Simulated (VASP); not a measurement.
Computed with PBEsol GGA, VASP's PBE PAW potentials (set 64) (plane waves; VASP 6.6.1).

VASP input:

### INCAR
```
ALGO  =  Fast
EDIFF  =  1E-5
EDIFFG  =  -0.03
ENCUT  =  400
GGA  =  PS
IBRION  =  2
ISIF  =  2
ISMEAR  =  1
LASPH  =  T
LCHARG  =  F
LMAXMIX  =  4
LREAL  =  F
LWAVE  =  F
NELM  =  100
NELMIN  =  4
NSW  =  20
PREC  =  Normal
SIGMA  =  0.1
SYSTEM  =  Mo
```

### POSCAR
```
Mo
1
   -1.5666520914     1.5666520914     1.5666520914
    1.5666520914    -1.5666520914     1.5666520914
    1.5666520914     1.5666520914    -1.5666520914
Mo
1
Direct
  0.0000000000   0.0000000000   0.0000000000
```

KPOINTS:
```
Automatic mesh
0
Gamma
18 18 18
0 0 0
```

POTCAR, in this order: Mo_sv (PBE.64 set). Program: vasp_std.

Output

**OSZICAR**
```
       N       E                     dE             d eps       ncg     rms          rms(c)
DAV:   1     0.697437601540E+02    0.69744E+02   -0.72433E+03  4384   0.108E+03
DAV:   2    -0.115825520820E+02   -0.81326E+02   -0.78490E+02  4668   0.300E+02
DAV:   3    -0.125260571323E+02   -0.94351E+00   -0.93476E+00  4959   0.320E+01
DAV:   4    -0.125285216886E+02   -0.24646E-02   -0.24642E-02  4729   0.183E+00
DAV:   5    -0.125285324912E+02   -0.10803E-04   -0.10804E-04  4946   0.120E-01    0.164E+01
RMM:   6    -0.118727709249E+02    0.65576E+00   -0.10688E+00  4290   0.106E+01    0.486E+00
RMM:   7    -0.117805745705E+02    0.92196E-01   -0.38591E-01  4290   0.566E+00    0.123E+00
RMM:   8    -0.117766238152E+02    0.39508E-02   -0.21405E-02  4290   0.172E+00    0.306E-01
RMM:   9    -0.117760930887E+02    0.53073E-03   -0.27537E-03  4290   0.502E-01    0.498E-02
RMM:  10    -0.117760992214E+02   -0.61328E-05   -0.56788E-04  4290   0.225E-01    0.460E-02
RMM:  11    -0.117760992765E+02   -0.55097E-07   -0.33256E-05  3329   0.753E-02
   1 F= -.11776099E+02 E0= -.11776226E+02  d E =-.117761E+02
```

OUTCAR:
```
------------------------ aborting loop because EDIFF is reached ----------------------------------------
  FORCE on cell =-STRESS in cart. coord.  units (eV):
  Direction    XX          YY          ZZ          XY          YZ          ZX
  --------------------------------------------------------------------------------------
  Total       -0.1376822     -0.1376822     -0.1376822      0.0000000      0.0000000      0.0000000
  in kB      -14.3420367    -14.3420367    -14.3420367      0.0000000      0.0000000      0.0000000
  external PRESSURE =     -14.3420367 kB  Pullay stress =       0.0000000 kB
  volume of cell :       15.38
      direct lattice vectors                 reciprocal lattice vectors
    -1.566652091  1.566652091  1.566652091     0.000000000  0.319151905  0.319151905
     1.566652091 -1.566652091  1.566652091     0.319151905  0.000000000  0.319151905
     1.566652091  1.566652091 -1.566652091     0.319151905  0.319151905  0.000000000
 POSITION                                       TOTAL-FORCE (eV/Angst)
 -----------------------------------------------------------------------------------
      0.00000      0.00000      0.00000        -0.000000      0.000000     -0.000000
 -----------------------------------------------------------------------------------
    total drift:                               -0.000000     -0.000000     -0.000000
  FREE ENERGIE OF THE ION-ELECTRON SYSTEM (eV)
  ---------------------------------------------------
  free  energy   TOTEN  =       -11.7760992765 eV

  energy  without entropy=      -11.7764802107  energy(sigma->0) =      -11.77622625

 reached required accuracy - stopping structural energy minimisation
```
(Selected blocks of OUTCAR.)

The compound is Mo in the bcc structure. It was relaxed first.
